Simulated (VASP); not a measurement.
Method: optB88-vdW, VASP's PBE PAW potentials (set 64) (plane waves; VASP).

Input for VASP

**INCAR**
```
# general
SYSTEM   = Y
PREC     = Accurate
ENCUT    = 520
LREAL    = .False.   # projection in real space or not
LASPH    = .True.   # aspherical one-centre terms

# electronic loop
EDIFF    = 1E-6
NELM     = 100   # most electronic steps
ALGO     = Normal
LMAXMIX  = 4   # l cut-off of mixed one-centre charges

# smearing
ISMEAR   = 1   # Methfessel-Paxton
SIGMA    = 0.1

# functional
GGA      = BO
LUSE_VDW = .True.
AGGAC    = 0.0
PARAM1   = 0.1833333333
PARAM2   = 0.22

# ions
IBRION   = 2   # conjugate gradients
NSW      = 60
ISIF     = 3
EDIFFG   = -0.01

# output
LWAVE    = .False.
LCHARG   = .False.
```

POSCAR:
```
Y
1
    1.8159414324    -3.1453030964     0.0000000000
    1.8159414324     3.1453030964    -0.0000000000
    0.0000000000     0.0000000000     5.5822965011
Y
2
Direct
  0.3333330000   0.6666670000   0.2500000000
  0.6666670000   0.3333330000   0.7500000000
```

KPOINTS:
```
Automatic mesh
0
Gamma
10 10 6
0 0 0
```

POTCAR, in this order: Y_sv (PBE.64 set). Program: vasp_std.

What will the output report for the number of irreducible k-points (NKPTS), largest plane-wave count, number of space-group operations, FFT grid (NGX, NGY, NGZ)?

number of irreducible k-points (NKPTS): 56
largest plane-wave count: 1749
number of space-group operations: 24
FFT grid (NGX, NGY, NGZ): 28 × 28 × 42

The compound is Y in the hcp structure. It was relaxed first. The start is the result of an earlier pass.
